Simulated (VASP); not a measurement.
Output of a VASP run:

**OSZICAR**
```
       N       E                     dE             d eps       ncg     rms          rms(c)
DAV:   1     0.112814922316E+03    0.11281E+03   -0.99568E+03  4212   0.138E+03
DAV:   2    -0.219519907203E+02   -0.13477E+03   -0.13013E+03  4890   0.337E+02
DAV:   3    -0.275208533208E+02   -0.55689E+01   -0.54782E+01  6654   0.604E+01
DAV:   4    -0.276519629024E+02   -0.13111E+00   -0.13106E+00  5482   0.866E+00
DAV:   5    -0.276553354338E+02   -0.33725E-02   -0.33724E-02  6469   0.107E+00    0.217E+01
DAV:   6    -0.250083012038E+02    0.26470E+01   -0.77628E+00  5125   0.198E+01    0.881E+00
DAV:   7    -0.249773129928E+02    0.30988E-01   -0.89704E-01  6479   0.622E+00    0.312E+00
DAV:   8    -0.249783052699E+02   -0.99228E-03   -0.97642E-02  5038   0.291E+00    0.797E-01
DAV:   9    -0.249754810653E+02    0.28242E-02   -0.16928E-02  5333   0.108E+00    0.144E-01
DAV:  10    -0.249754390371E+02    0.42028E-04   -0.88573E-04  5403   0.279E-01    0.428E-02
DAV:  11    -0.249754521542E+02   -0.13117E-04   -0.31242E-05  5733   0.660E-02    0.136E-02
DAV:  12    -0.249754522278E+02   -0.73599E-07   -0.20545E-06  4050   0.161E-02
   1 F= -.24975452E+02 E0= -.24975323E+02  d E =-.387138E-03
```

### OUTCAR
```
------------------------ aborting loop because EDIFF is reached ----------------------------------------
  FORCE on cell =-STRESS in cart. coord.  units (eV):
  Direction    XX          YY          ZZ          XY          YZ          ZX
  --------------------------------------------------------------------------------------
  Total        0.1725673      0.1725673      0.2985570      0.0000000     -0.0000000      0.0000000
  in kB        9.0000529      9.0000560     15.5709045      0.0000000     -0.0000000      0.0000000
  external PRESSURE =      11.1903378 kB  Pullay stress =       0.0000000 kB
  volume of cell :       30.72
      direct lattice vectors                 reciprocal lattice vectors
     1.585000000 -2.745301000  0.000000000     0.315457413 -0.182129391  0.000000000
     1.585000000  2.745301000  0.000000000     0.315457413  0.182129391  0.000000000
     0.000000000  0.000000000  3.530000000     0.000000000  0.000000000  0.283286119
 POSITION                                       TOTAL-FORCE (eV/Angst)
 -----------------------------------------------------------------------------------
      0.00000      0.00000      0.00000        -0.000000      0.000000     -0.000000
      1.58500      0.91510      1.76500        -0.000000      0.000000     -0.000000
      1.58500     -0.91510      1.76500         0.000000     -0.000000      0.000000
 -----------------------------------------------------------------------------------
    total drift:                                0.000000     -0.000000      0.000000
  FREE ENERGIE OF THE ION-ELECTRON SYSTEM (eV)
  ---------------------------------------------------
  free  energy   TOTEN  =       -24.9754522278 eV

  energy  without entropy=      -24.9750650902  energy(sigma->0) =      -24.97532318
```
(Selected blocks of OUTCAR.)

POSCAR:
```
ZrB2
1
    1.5850000000    -2.7453010000     0.0000000000
    1.5850000000     2.7453010000     0.0000000000
    0.0000000000     0.0000000000     3.5300000000
Zr B
1 2
Direct
  0.0000000000   0.0000000000   0.0000000000
  0.3333330000   0.6666670000   0.5000000000
  0.6666670000   0.3333330000   0.5000000000
```

Task: Reconstruct the remaining input files.

Result: This is not unique; one that fits is the input of the run itself, PBE GGA, plane waves, VASP's PBE PAW potentials (set 64).

INCAR:
```
LWAVE = F
LMAXMIX = 4
EDIFF = 1E-6
ISMEAR = 1
ISIF = 2   # forces and stress, cell fixed
GGA = PE
PREC = Accurate
ENCUT = 520
KGAMMA = F
ALGO = Normal
LASPH = T   # aspherical one-centre terms
NELM = 100
LREAL = F   # projection in real space or not
LCHARG = F
SIGMA = 0.1
SYSTEM = ZrB2
KSPACING = 0.16
```

POTCAR, in this order: Zr_sv B (PBE.64 set). Program: vasp_std.

The compound is ZrB2 in the AlB2 type structure. The cell was not relaxed at this level. The run is one of a series of settings (KGAMMA = .FALSE., KSPACING = 0.16, KPOINTS file removed against the base run), some of them coarse on purpose.
